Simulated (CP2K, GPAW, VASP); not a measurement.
## Ca2CuS2O2: 3 runs at one level of theory

```
Cu Ca S O
1.0
     3.86250    0.00000    0.00000
     0.00000    3.86250    0.00000
     0.00000    0.00000    7.74547
Cu Ca S O
1 2 2 2
Direct
  0.00000 0.00000 0.50000
  0.50000 0.50000 0.29189
  0.50000 0.50000 0.70811
  0.00000 0.00000 0.13831
  0.00000 0.00000 0.86169
  0.50000 0.00000 0.50000
  0.00000 0.50000 0.50000
```

The cell comes from a database or a generator and needn't be the stable form of this composition.

Alike in all runs: task single point; functional RPBE; k mesh 7 × 7 × 4; occupations gaussian, width 0.1 eV; no spin polarisation; no spin-orbit coupling. Pressure is positive in compression and, in plane waves, holds the error of the finite cutoff.

```json
{"program and potentials": "CP2K, POTENTIAL_UZH Cu GTH-PBE-q11, Ca GTH-PBE-q10, S GTH-PBE-q6, O GTH-PBE-q6; TZVP-MOLOPT-PBE-GTH basis", "plane-wave cutoff (eV)": "-", "notes": "atomic basis; potentials made for PBE; 7.86 valence electrons an atom on average", "pressure (GPa)": "3.79", "largest force (eV/Å)": "0.162"}
{"program and potentials": "GPAW, the program's PAW data sets (release 1.2.1) made for this functional", "plane-wave cutoff (eV)": "800", "notes": "7.86 valence electrons an atom on average; this data set often lies off other programs", "pressure (GPa)": "3.96", "largest force (eV/Å)": "0.015"}
{"program and potentials": "VASP, PBE PAW files Ca_pv, Cu, O, S, 500 eV", "plane-wave cutoff (eV)": "500", "notes": "potentials made for PBE; 7.29 valence electrons an atom on average", "pressure (GPa)": "3.11", "largest force (eV/Å)": "0.097"}
```

Force on atom 2 (Ca), eV/Å:

```tsv
program and potentials	x	y	z
CP2K, POTENTIAL_UZH Cu GTH-PBE-q11, Ca GTH-PBE-q10, S GTH-PBE-q6, O GTH-PBE-q6; TZVP-MOLOPT-PBE-GTH basis	0.000	0.000	-0.162
VASP, PBE PAW files Ca_pv, Cu, O, S, 500 eV	0.000	0.000	0.008
```

The pressure spans 3.11 (VASP, PBE PAW files Ca_pv, Cu, O, S, 500 eV) to 3.96 GPa (GPAW, the program's PAW data sets (release 1.2.1) made for this functional). Rows in atomic bases carry the error of their basis and grid, which can be large.

Differences between rows come from potentials, basis sets and numerical settings, since the functional is the same but for its coding. Runs on potential files found faulty are left out.
